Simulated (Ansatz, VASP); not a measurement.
# TiC in two plane-wave programs, part 2 of 2

Aim: how closely do two programs agree when they are given the same cell, functional and k mesh? The cell is taken from a series of runs on this material, whose earlier steps may have relaxed, scaled, displaced or heated it; both programs get it as it stands.

VASP 6.6.1 and Ansatz 0.2.0.

So far: Set-up; VASP: zone-centre phonons, LDA, pair 1.

## 3. Ansatz: zone-centre phonons, LDA, pair 1

Level of this step: Ansatz beside VASP: Kohn-Sham DFT, plane waves, LDA (Ansatz).

Ansatz runs on its PAW soft_1 files.

The same cell, functional (in two slightly different forms), mesh and smearing now go to Ansatz, which takes its cutoff from its data sets.

Input file input.yaml:

```yaml
crystal:
  lattice:
    - [0.0, 2.0665009782, 2.160239456]
    - [2.0665009782, 0.0, 2.160239456]
    - [2.0665009782, 2.0665009782, 0.0]
  atoms:
    - { symbol: C, position: [0.5, 0.5, 0.5] }
    - { symbol: Ti, position: [0.0, 0.0, 0.0] }
kpoints:
  mp_grid: { grid: [16, 16, 16] }
hamiltonian:
  xc: lda
  pseudopotentials: { kind: paw, azcp: { folder: soft_1 }, xc_functional: pbe }
scf:
  occupations: { method: methfessel_paxton, width: 0.2 }
output:
  eigenvalues: true
phonons:
  method: dfpt
```

Launch:

```
$ ansatz run input.yaml --threads 4 --pin off --max-ram 10240MiB --backend cpu --events-out ev --progress --plain --runs-dir out
```

Numbers of over 12 decimals in the logs are rounded to 6 here.

What it wrote:

```text
zone centre: on kpoints.mp_grid the ground state, and the responses unless they are solved on pairs of k-points, stand on 621 of the mesh's 4096 k-points, reduced under 8 symmetry operations, with k and −k counted as one. Each operation leaves every solved displacement unchanged or reverses it
Engine: ansatz 0.2.0, aarch64-unknown-linux-gnu
Pseudopotentials: kind: paw
Pseudopotential: C, paw, valence charge 4, recommended cutoff 420 eV (normal), soft_1/C.paw.azcp
Pseudopotential: Ti, paw, valence charge 12, recommended cutoff 420 eV (normal), soft_1/Ti.paw.azcp
Functional definition: SPW92
  exchange = slater_x
  correlation = pw_c
Crystal: 2 atoms, lattice volume = 18.450 Å³
Basis set: ecut = 420 eV, 347 PW (Γ), exchange–correlation on 40×40×40 points (8 copies of the dense FFT grid, shifted against one another)
Bands: 12, of which v1, the nominal top of the filled ones, is band 8 counted from 1 (7 counted from 0)
Symmetry: 16 space group operations
k-points: 621 of 4096 (irreducible under 8 space group operations)
Non-local potential: C, projectors of the file, l = 0: 2, l = 1: 2, l = 2: 1
Non-local potential: Ti, projectors of the file, l = 0: 3, l = 1: 2, l = 2: 3, l = 3: 1
PAW form: soft (Blöchl's): semilocal exchange-correlation on the pseudo side does not see the compensation charge
PAW frozen core: C, regenerated for the run's functional, and the local potential with it (the file was generated under x = pbe(κ = 0.804, μ = 0.219515), c = pbe(β = 0.066725))
PAW frozen core: Ti, regenerated for the run's functional, and the local potential with it (the file was generated under x = pbe(κ = 0.804, μ = 0.219515), c = pbe(β = 0.066725))
PAW one-centre angular grid: C, 110 points (default); XC on 64 Gauss nodes
PAW one-centre angular grid: Ti, 590 points (default); XC on 64 Gauss nodes
Initial density: superposition of atomic densities (chi_scale 0.1, normalization cell, long waves kept (reshape's long-wave potential 0.00 eV rms))
Initial wavefunctions: pseudopotential atomic-orbital guess
Functional: x = slater, c = lda
SCF iter   1: F=—  HF=-2696.200304 eV  |F-HF|=—  |Δ(HF+E_count)|=         —  Δρ=1.50e-1  dr2=5.16e0  ethr=3.10e-3  ⟨swp⟩=4.4  Hψ=36701  notcnv=0
preconditioner: auto → none  [metal: Δε(μ)=0.006 eV  Ē_g=20.618 eV  σ=0.200 eV  W_gap=0.02  n_scr=8 (ndim 8)  ℏωp=32.3 eV  f_vac=0.000  D(μ)=0.18/eV (n_scr^D=0)  sad-step TF]
SCF iter   2: F=—  HF=-2695.645622 eV  |F-HF|=—  |Δ(HF+E_count)|=   5.55e-1  S|Δr|=    0.00e0  Δρ=1.04e-1  dr2=2.54e0  ethr=3.10e-3  ⟨swp⟩=2.0  Hψ=14519  notcnv=0
SCF iter   3: F=—  HF=-2695.112383 eV  |F-HF|=—  |Δ(HF+E_count)|=   5.33e-1  S|Δr|=    0.00e0  Δρ=1.12e-2  dr2=1.45e-2  ethr=3.10e-3  ⟨swp⟩=2.7  Hψ=15047  notcnv=0
SCF iter   4: F=—  HF=-2695.106712 eV  |F-HF|=—  |Δ(HF+E_count)|=   5.67e-3  S|Δr|=    0.00e0  Δρ=1.52e-3  dr2=1.12e-4  ethr=9.09e-5  ⟨swp⟩=2.5  Hψ=18204  notcnv=0
SCF iter   5: F=—  HF=-2695.106933 eV  |F-HF|=—  |Δ(HF+E_count)|=   2.21e-4  S|Δr|=    0.00e0  Δρ=3.16e-4  dr2=1.19e-5  ethr=6.97e-7  ⟨swp⟩=2.8  Hψ=10075  notcnv=0
SCF iter   6: F=—  HF=-2695.106931 eV  |F-HF|=—  |Δ(HF+E_count)|=   1.41e-6  S|Δr|=    0.00e0  Δρ=1.78e-5  dr2=3.45e-8  ethr=7.43e-8  ⟨swp⟩=2.0  Hψ=11736  notcnv=0
SCF iter   7: F=—  HF=-2695.106932 eV  |F-HF|=—  |Δ(HF+E_count)|=   6.53e-7  S|Δr|=    0.00e0  Δρ=3.22e-6  dr2=1.28e-9  ethr=2.16e-10  ⟨swp⟩=2.3  Hψ=11159  notcnv=0
SCF iter   8: F=-2695.106932 eV  HF=-2695.106932 eV  |F-HF|=4.09e-12  |Δ(HF+E_count)|=  2.70e-10  S|Δr|=    0.00e0  Δρ=2.04e-7  dr2=6.21e-12  ethr=1.00e-12  ⟨swp⟩=3.9  Hψ=34446  notcnv=0
SCF 1 converged in 8 iterations: F = -2695.106932 eV  dr2 = 6.21e-12
  greatest PAW one-centre occupation: 0.998 electrons in one spin orbital (limit 2), on the Ti atom at site 1 (counted from 0), in its partial waves of l = 0
DFPT response loops at Γ: preconditioner auto → Kerker (q_TF=auto, 2.664 Å⁻¹) (partly filled bands, converged f_vac=0.000); β = 1.00, the filter's whole step (`scf.mixing.beta` (0.50) is not read by the response loops under this deck's `scf.mixing.preconditioner`; to damp them name `kerker` or `kerker_dos`, under which they read `scf.mixing.beta`, and type it under 1.00, their step now; both keys bind the ground state too); Broyden in place of MSR1
SCF converged after 8 iterations
Stability not checked: this state was not tested for a lower state beside it, because cold or Methfessel-Paxton smearing, or corrected tetrahedra, fill the levels in a way that the test cannot read (fill_not_monotonic; see scf.lower_state_search)
Free energy (F): -2695.106932 eV
Harris-Foulkes:  -2695.106932 eV  (|F-HF|=4.09e-12)
Internal energy: -2695.107201 eV  (E = F + TS)
E sigma→0 (E₀):  -2695.106999 eV
Entropy (-TS):   0.000269 eV (0.135 meV/atom)
Fermi energy:    16.013276 eV
Step filling:    the computed levels leave a gap of 0.0024 eV = 0.0 smearing widths at the electron count; against every level under it full and every level over it empty, smearing changes F+E_penalty+E_count by +0.115 meV and its σ→0 estimate by +0.048 meV
--- Per-component energies (eV) ---
  E_band       = -86.027949
  E_kinetic    = 372.004099
  E_local      = -777.919512  (includes V_loc(G=0)·N_el)
  E_nonlocal   = 89.363235
  E_hartree    = 310.154808
  E_xc         = -165.001829
  E_vxc        = -206.962616  (∫ρ·V_xc dr)
  E_paw        = -1086.016448  (= ΣΔE_a)
  E_vpaw       = -182.822771  (= ΣTr[D̂ρ^β])
  E_aug_tail   = -0.000076  (compensation charges beyond the density's cutoff)
  E_ewald      = -1438.080263
  E_core_change = 0.388783  (= ΣΔE_core)
  E_smearing   = 0.000269  (= −TS)
  E_closure    = -0.000000  (closes the sum)
  Σ components = -2695.106932   (vs F -2695.106932, Δ=0.00e0)
--- Band table (eV; the first three rows and the last of 621) ---
  k-point 0: bands = [... 4 lower, 3.3739, 16.4361, 16.8201, 16.8201, 17.6882, 17.7178, 17.9161, 17.9161]
  k-point 1: bands = [... 4 lower, 3.4750, 16.1566, 16.3753, 16.6394, 17.0557, 17.1924, 18.1186, 18.8267]
  k-point 2: bands = [... 4 lower, 3.7710, 15.2786, 15.5453, 15.7873, 17.1317, 17.2531, 18.5058, 19.9819]
  k-point 620: bands = [... 4 lower, 5.6331, 12.2562, 14.0941, 16.3443, 16.3443, 19.1123, 19.9747, 19.9747]
--- Phonons (Γ-DFPT): 4 representative perturbations + reference, on 621 of 4096 k-points (Σ response iterations 12) ---
  k mesh reduced under 8 symmetry operations, with k and −k counted as one. Each operation leaves every solved displacement unchanged or reverses it
  ASR residual: 7.632e-5 → 0.000e0 eV/Å²; symmetrization residual: 2.468e-7 eV/Å²
  ASR residual per site (eV/Å²): 7.63e-5 5.01e-5
  Γ frequencies (cm⁻¹): 0.00 0.00 0.00 525.23 643.05 643.05
  non-analytic LO–TO correction: not included (Born effective charges unavailable; polar crystals: no LO–TO splitting at Γ)
```

## 4. Side by side

Known differences besides the potentials themselves: the two LDA forms differ slightly; the cutoff is 420 eV in Ansatz and 600 eV in VASP; VASP's log shows a relativistic correction to its local exchange, Ansatz's none. Total energies have different zeros and are not compared.

Compared:

```
                  quantity  Ansatz   VASP  difference
     optical mode 1 (cm⁻¹)   525.2  526.6     -0.26 %
optical mode 2 to 3 (cm⁻¹)   643.0  645.8     -0.43 %
```

Modes are paired by rising frequency, not by their patterns, so a pair may set unlike modes beside each other; they are those without the splitting of longitudinal modes.

## 5. VASP: zone-centre phonons, LDA, pair 2

Second derivatives magnify differences that forces hide, and they need a tight electronic threshold. The cell compared in this pair holds 18.74 Å³, against 18.45 Å³ for the pair before.

Input file INCAR:

```
SYSTEM = TiC
PREC = Accurate
ENCUT = 600
EDIFF = 1E-08
NELM = 120
ISMEAR = 1
SIGMA = 0.2
LREAL = .FALSE.
ALGO = Normal
GGA = CA
NBANDS = 14
LASPH = .TRUE.
LORBIT = 11
LWAVE = .FALSE.
LCHARG = .FALSE.
ISIF = 2
IBRION = 8
GGA_COMPAT = .FALSE.
KPAR = 2
```

Input file POSCAR:

```
TiC
1.0
    0.0000000000      2.0878051120      2.1500567813
    2.0878051120      0.0000000000      2.1500567813
    2.0878051120      2.0878051120      0.0000000000
C Ti
1 1
Direct
    0.5000000000      0.5000000000      0.5000000000
    0.0000000000      0.0000000000      0.0000000000
```

Input file KPOINTS:

```
Automatic mesh
0
Gamma
16 16 16
0 0 0
```

PAW data sets: C and Ti_sv (LDA family, release 64).

Launch:

```
$ mpirun -np 2 vasp_std
```

What it wrote:

```text
[... set-up lines as in an earlier step ...]
 entering main loop
       N       E                     dE             d eps       ncg     rms          rms(c)
DAV:   1     0.125292513302E+03    0.12529E+03   -0.88817E+03  9778   0.152E+03
DAV:   2    -0.173479218123E+02   -0.14264E+03   -0.13445E+03 10258   0.372E+02
DAV:   3    -0.255189765006E+02   -0.81711E+01   -0.79883E+01 13042   0.862E+01
DAV:   4    -0.258457767581E+02   -0.32680E+00   -0.32655E+00 12240   0.155E+01
[...]
DAV:  14    -0.205020260331E+02    0.40740E-06   -0.95595E-07 11098   0.956E-03    0.276E-03
DAV:  15    -0.205020259966E+02    0.36473E-07   -0.10597E-07 13300   0.255E-03    0.443E-04
DAV:  16    -0.205020259926E+02    0.39581E-08   -0.67069E-09  7598   0.158E-03
   1 F= -.20502026E+02 E0= -.20502082E+02  d E =0.167275E-03
 Linear response reoptimize wavefunctions to high precision
DAV:   1    -0.205020259921E+02    0.49772E-09   -0.93915E-10  7768   0.340E-04
DAV:   2    -0.205020259922E+02   -0.17508E-10   -0.10715E-10  6080   0.119E-04
 Linear response DOF=           4
 Linear response progress:
[...]
RMM:  16    -0.625404308963E+00   -0.18205E-06   -0.46510E-06 43169   0.153E-03    0.102E-04
RMM:  17    -0.625404419766E+00   -0.11080E-06   -0.39992E-06 38852   0.130E-03    0.116E-04
RMM:  18    -0.625405343957E+00   -0.92419E-06   -0.31716E-06 36042   0.113E-03    0.988E-05
 first order change of Fermi-energy   0.42477E-03
 force on displaced ion       2 direction 1 : -13.407   0.000   0.000
 Linear response progress:
  Degree of freedom:   4/  4
       N       E                     dE             d eps       ncg     rms          rms(c)
RMM:   1    -0.693861857914E+00   -0.69386E+00    0.61181E+00  9912   0.128E+02
RMM:   2    -0.666671579322E+00    0.27190E-01   -0.22890E-01 16328   0.493E+00    0.235E-01
RMM:   3    -0.666266268732E+00    0.40531E-03   -0.18615E-02 19237   0.118E+00    0.115E-01
RMM:   4    -0.665830704084E+00    0.43556E-03   -0.75290E-03 21257   0.513E-01    0.205E-02
[...]
RMM:  19    -0.667221818870E+00   -0.60502E-06   -0.20031E-06 21037   0.789E-04    0.686E-05
RMM:  20    -0.667221862161E+00   -0.43291E-07   -0.17835E-06 23483   0.662E-04    0.718E-05
RMM:  21    -0.667221920759E+00   -0.58598E-07   -0.13590E-06 21832   0.567E-04    0.739E-05
 first order change of Fermi-energy  -0.10700E-02
 force on displaced ion       2 direction 3 :   0.000   0.000 -10.273
 Linear response finished
```

OUTCAR, selected parts (step 5):

```text
  Total        1.8025747      1.8025747      0.0613812      0.0000000      0.0000000      0.0000000
  in kB      154.0791998    154.0791998      5.2466949      0.0000000      0.0000000      0.0000000
  external PRESSURE =     104.4683649 kB  Pullay stress =       0.0000000 kB

 POSITION                                       TOTAL-FORCE (eV/Angst)
 -----------------------------------------------------------------------------------
      2.08781      2.08781      2.15006        -0.000000      0.000000     -0.000000
      0.00000      0.00000      0.00000         0.000000     -0.000000      0.000000
 -----------------------------------------------------------------------------------
    total drift:                                0.000000     -0.000000     -0.000000

[... 1 part as in an earlier step ...]

[... 1 further part left out ...]
```

## 6. Ansatz: zone-centre phonons, LDA, pair 2

The same cell, functional (in two slightly different forms), mesh and smearing now go to Ansatz, which takes its cutoff from its data sets.

The cell is taken from a series of runs on this material, whose earlier steps may have relaxed, scaled, displaced or heated it; both programs get it as it stands.

input.yaml, the sections that differ from step 3:

```yaml
crystal:
  lattice:
    - [0.0, 2.087805112, 2.1500567813]
    - [2.087805112, 0.0, 2.1500567813]
    - [2.087805112, 2.087805112, 0.0]
  atoms:
    - { symbol: C, position: [0.5, 0.5, 0.5] }
    - { symbol: Ti, position: [0.0, 0.0, 0.0] }
# kpoints, hamiltonian, scf, output, phonons: as in step 3
```

Launch:

```
$ ansatz run input.yaml --threads 4 --pin off --max-ram 10240MiB --backend cpu --events-out ev --progress --plain --runs-dir out
```

What it wrote:

```text
[...]
Crystal: 2 atoms, lattice volume = 18.744 Å³
Basis set: ecut = 420 eV, 347 PW (Γ), exchange–correlation on 48×48×48 points (8 copies of the dense FFT grid, shifted against one another)
Bands: 12, of which v1, the nominal top of the filled ones, is band 8 counted from 1 (7 counted from 0)
Symmetry: 16 space group operations
k-points: 621 of 4096 (irreducible under 8 space group operations)
[...]
k-point 1: bands = [... 4 lower, 3.2504, 15.9060, 16.1173, 16.2948, 16.7722, 16.8618, 17.7954, 18.5610]
  k-point 2: bands = [... 4 lower, 3.5402, 15.0123, 15.3143, 15.4694, 16.8426, 16.9209, 18.1724, 19.7058]
  k-point 620: bands = [... 4 lower, 5.4301, 12.0856, 13.8407, 15.9536, 15.9536, 18.7609, 19.6093, 19.6093]
[...]
ASR residual: 1.169e-5 → 0.000e0 eV/Å²; symmetrization residual: 5.801e-7 eV/Å²
  ASR residual per site (eV/Å²): 1.17e-5 6.48e-6
  Γ frequencies (cm⁻¹): 0.00 0.00 0.00 536.98 612.90 612.90
[...]
[key lines of the parts left out:]
SCF converged after 9 iterations
Free energy (F): -2695.152335 eV
Fermi energy:    15.721443 eV
```

## 7. Side by side

Both answers:

```
                  quantity  Ansatz   VASP  difference
     optical mode 1 (cm⁻¹)   537.0  538.7     -0.32 %
optical mode 2 to 3 (cm⁻¹)   612.9  615.9     -0.49 %
```

Modes are paired by rising frequency, not by their patterns, so a pair may set unlike modes beside each other; they are those without the splitting of longitudinal modes.

## 8. Summary of results

```
r.m.s. difference of the optical zone-centre modes, each program's sorted by frequency (zone-centre phonons, LDA, pair 1) : 2.4 cm⁻¹
r.m.s. difference of the optical zone-centre modes, each program's sorted by frequency (zone-centre phonons, LDA, pair 2) : 2.7 cm⁻¹
```

What this shows: The r.m.s. difference of the optical zone-centre modes, each program's sorted by frequency is 2.4 cm⁻¹ (zone-centre phonons, LDA, pair 1). How closely two codes agree says nothing of how well the functional describes the real material.

[Lines on the potential files, build, host, timing and source positions are cut from VASP's logs without a mark.]

[Logs are printed without paths, hosts, clocks, repeated set-up lines and the standing remarks that a program may print on its own settings, such as how far it seeks lower states.]

[Hosts, paths, dates, database ids (printed as entryN), source tags and the programs' standing remarks are cut or masked in the printed files.]
